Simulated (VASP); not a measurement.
Computed with PBE GGA with spin-orbit coupling, VASP's PBE PAW potentials (set 64) (plane waves; VASP).

A VASP calculation is set up with these files.

### POSCAR
```
ErSb
1
    0.0000000000     3.4528570000     3.4528570000
    3.4528570000     0.0000000000     3.4528570000
    3.4528570000     3.4528570000     0.0000000000
Sb Er
1 1
Direct
  0.2500000000   0.2500000000   0.2500000000
  0.0000000000   0.0000000000   0.0000000000
```

### KPOINTS
```
Automatic mesh
0
G
8 8 8
```

### INCAR
```
! general
SYSTEM     = ErSb
PREC       = Accurate
ENCUT      = 400
LREAL      = .FALSE.
LASPH      = .TRUE.

! electronic loop
EDIFF      = 1E-6
NELM       = 100
ALGO       = Normal
LMAXMIX    = 6

! smearing
ISMEAR     = 1
SIGMA      = 0.1

! functional
GGA        = PE
GGA_COMPAT = .FALSE.

! spin
MAGMOM     = 0 0 0 0 0 0
LSORBIT    = .TRUE.

! ions
ISIF       = 2

! output
LWAVE      = .FALSE.
LCHARG     = .FALSE.
```

POTCAR, in this order: Sb Er_3 (PBE.64 set). Program: vasp_ncl.

The resulting files:

File OSZICAR:
```
       N       E                     dE             d eps       ncg     rms          rms(c)
DAV:   1     0.540140049242E+02    0.54014E+02   -0.52314E+03  3258   0.915E+02
DAV:   2    -0.614430009571E+01   -0.60158E+02   -0.57061E+02  3372   0.357E+02
DAV:   3    -0.104218170257E+02   -0.42775E+01   -0.41652E+01  3204   0.703E+01
DAV:   4    -0.105767429378E+02   -0.15493E+00   -0.15506E+00  3208   0.171E+01
DAV:   5    -0.105838844181E+02   -0.71415E-02   -0.71312E-02  3440   0.410E+00    0.194E+01
DAV:   6    -0.101526121229E+02    0.43127E+00   -0.10452E+00  3356   0.911E+00    0.121E+01
DAV:   7    -0.101298655418E+02    0.22747E-01   -0.45282E-01  3464   0.623E+00    0.534E+00
DAV:   8    -0.101344427095E+02   -0.45772E-02   -0.12490E-02  2652   0.120E+00    0.110E+00
DAV:   9    -0.101307060700E+02    0.37366E-02   -0.34050E-02  3392   0.183E+00    0.147E-01
DAV:  10    -0.101310001319E+02   -0.29406E-03   -0.17349E-03  2794   0.421E-01    0.446E-02
DAV:  11    -0.101311989700E+02   -0.19884E-03   -0.19023E-04  2856   0.129E-01    0.391E-02
DAV:  12    -0.101312375251E+02   -0.38555E-04   -0.67146E-05  2792   0.791E-02    0.195E-02
DAV:  13    -0.101312423288E+02   -0.48037E-05   -0.85260E-06  2572   0.252E-02    0.141E-02
DAV:  14    -0.101312434028E+02   -0.10740E-05   -0.30295E-06  2148   0.210E-02    0.180E-03
DAV:  15    -0.101312434733E+02   -0.70509E-07   -0.16485E-07  1700   0.103E-02
   1 F= -.10131243E+02 E0= -.10131971E+02  d E =0.218203E-02  mag=     0.0000     0.0000     0.0000
```

**OUTCAR**
```
------------------------ aborting loop because EDIFF is reached ----------------------------------------
  FORCE on cell =-STRESS in cart. coord.  units (eV):
  Direction    XX          YY          ZZ          XY          YZ          ZX
  --------------------------------------------------------------------------------------
  Total       -0.0332087     -0.0332087     -0.0332087      0.0000000      0.0000000     -0.0000000
  in kB       -0.6462444     -0.6462444     -0.6462444      0.0000000      0.0000000     -0.0000000
  external PRESSURE =      -0.6462444 kB  Pullay stress =       0.0000000 kB
  volume of cell :       82.33
      direct lattice vectors                 reciprocal lattice vectors
     0.000000000  3.452857000  3.452857000    -0.144807619  0.144807619  0.144807619
     3.452857000  0.000000000  3.452857000     0.144807619 -0.144807619  0.144807619
     3.452857000  3.452857000  0.000000000     0.144807619  0.144807619 -0.144807619
 POSITION                                       TOTAL-FORCE (eV/Angst)
 -----------------------------------------------------------------------------------
      1.72643      1.72643      1.72643         0.000000     -0.000000      0.000000
      0.00000      0.00000      0.00000        -0.000000      0.000000     -0.000000
 -----------------------------------------------------------------------------------
    total drift:                                0.000000      0.000000      0.000000
  FREE ENERGIE OF THE ION-ELECTRON SYSTEM (eV)
  ---------------------------------------------------
  free  energy   TOTEN  =       -10.1312434733 eV

  energy  without entropy=      -10.1334255052  energy(sigma->0) =      -10.13197082

 Ion:    1  E_soc:     -0.1297152

 Ion:    2  E_soc:     -0.6000019
```
(Selected blocks of OUTCAR.)

File OUTCAR:
```
 val. band max:        1.6411002645   @ k =  -0.3750   0.5000   0.1250

 cond. band min:       1.6928934872   @ k =   0.5000   0.5000   0.0000


 Fermi energy:         1.6820004236

 k-point     1 :       0.0000    0.0000    0.0000
  band No.  band energies     occupation
      1     -26.3605      1.00000
      2     -26.3605      1.00000
      3     -21.2256      1.00000
      4     -21.2256      1.00000
      5     -21.2256      1.00000
      6     -21.2256      1.00000
      7      -6.4410      1.00000
      8      -6.4410      1.00000
      9       0.8280      1.00000
     10       0.8280      1.00000
     11       1.2041      1.00000
     12       1.2041      1.00000
     13       1.2041      1.00000
     14       1.2041      1.00000
     15       4.2884      0.00000
     16       4.2884      0.00000
     17       4.5277      0.00000
     18       4.5277      0.00000
     19       4.5277      0.00000
     20       4.5277      0.00000
     21       7.9837      0.00000
     22       8.0509      0.00000

 k-point     2 :       0.1250    0.0000    0.0000
  band No.  band energies     occupation
      1     -26.3613      1.00000
      2     -26.3613      1.00000
      3     -21.2293      1.00000
      4     -21.2293      1.00000
      5     -21.2263      1.00000
      6     -21.2263      1.00000
      7      -6.3575      1.00000
      8      -6.3575      1.00000
      9       0.6831      1.00000
     10       0.6831      1.00000
     11       1.0793      1.00000
     12       1.0793      1.00000
     13       1.2383      1.00000
     14       1.2563      1.00000
     15       4.4297      0.00000
     16       4.4491      0.00000
     17       4.4491      0.00000
     18       4.5010      0.00000
     19       4.8064      0.00000
     20       4.8064      0.00000
     21       7.2357      0.00000
     22       7.2357      0.00000

 k-point     3 :      -0.1250    0.0000    0.0000
  band No.  band energies     occupation
      1     -26.3613      1.00000
...
```

The 4f electrons are frozen in the core of the lanthanide potential, so 4f levels, which can set the real gap, and their magnetism are missing.

The structure was generated: ErSb was put into the zincblende type (F-43m), which need not be its known phase. The cell was not relaxed at this level. The run is one of a series of settings (GGA_COMPAT = .FALSE., LSORBIT = .TRUE., MAGMOM = 0 0 0 0 0 0, program vasp_ncl against the base run), some of them coarse on purpose.
